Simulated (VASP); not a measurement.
A convergence study with VASP on RbBr (rock salt): one setting is varied, all else stays as given below, so the limit is that of these other settings.

```
RbBr
1.0
    0.00000     3.44500     3.44500
    3.44500     0.00000     3.44500
    3.44500     3.44500     0.00000
Rb Br
1 1
Direct
  0.00000   0.00000   0.00000
  0.50000   0.50000   0.50000
```

Computed with PBE GGA, VASP's PBE PAW potentials (set 64) (plane waves; VASP 6.6.1). The tightest run used: 550 eV cut-off, 16×16×16 Γ-centred mesh, Gaussian smearing of 0.050 eV, potentials Rb_sv Br.

The reference is 16×16×16 mesh, which took about 2 core-minutes. Costs are core time on shared hosts, one run each; read them as rough ratios.

**Question.** Of the settings 1×1×1 mesh; 2×2×2 mesh; 3×3×3 mesh; 4×4×4 mesh; 5×5×5 mesh; 6×6×6 mesh; 7×7×7 mesh; 8×8×8 mesh; 9×9×9 mesh; 10×10×10 mesh; 11×11×11 mesh; 12×12×12 mesh; 13×13×13 mesh; 14×14×14 mesh; 15×15×15 mesh; 16×16×16 mesh, which is the lowest that keeps the difference from the reference in E (eV/atom) within 0.002 from there on, and what does it cost?

**Answer.** 3×3×3 mesh; its cost over the reference is about 1/20.
```json
[
 {"setting": "1×1×1 mesh", "difference in E (eV/atom)": "1.3399", "cost over the reference": "about 1/30"},
 {"setting": "2×2×2 mesh", "difference in E (eV/atom)": "0.0328", "cost over the reference": "about 1/20"},
 {"setting": "3×3×3 mesh", "difference in E (eV/atom)": "0.0015", "cost over the reference": "about 1/20"},
 {"setting": "4×4×4 mesh", "difference in E (eV/atom)": "0.0001", "cost over the reference": "about 1/10"},
 {"setting": "5×5×5 mesh", "difference in E (eV/atom)": "0.0000", "cost over the reference": "about 1/10"},
 {"setting": "6×6×6 mesh", "difference in E (eV/atom)": "0.0000", "cost over the reference": "about 1/7"},
 {"setting": "7×7×7 mesh", "difference in E (eV/atom)": "0.0000", "cost over the reference": "about 1/6"},
 {"setting": "8×8×8 mesh", "difference in E (eV/atom)": "0.0000", "cost over the reference": "about 1/4"},
 {"setting": "9×9×9 mesh", "difference in E (eV/atom)": "0.0000", "cost over the reference": "about 1/4"},
 {"setting": "10×10×10 mesh", "difference in E (eV/atom)": "0.0000", "cost over the reference": "about 1/3"},
 {"setting": "11×11×11 mesh", "difference in E (eV/atom)": "0.0000", "cost over the reference": "about 1/3"},
 {"setting": "12×12×12 mesh", "difference in E (eV/atom)": "0.0000", "cost over the reference": "about 1/2"},
 {"setting": "13×13×13 mesh", "difference in E (eV/atom)": "0.0000", "cost over the reference": "within a factor of 2"},
 {"setting": "14×14×14 mesh", "difference in E (eV/atom)": "0.0000", "cost over the reference": "within a factor of 2"},
 {"setting": "15×15×15 mesh", "difference in E (eV/atom)": "0.0000", "cost over the reference": "within a factor of 2"},
 {"setting": "16×16×16 mesh", "difference in E (eV/atom)": "0.0000", "cost over the reference": "reference"}
]
```

Left out are rungs that failed or repeat a setting and relaxations that didn't move; long series are thinned to 24 rows.

The compound is RbBr in the rock salt structure. The cell was not relaxed at this level.
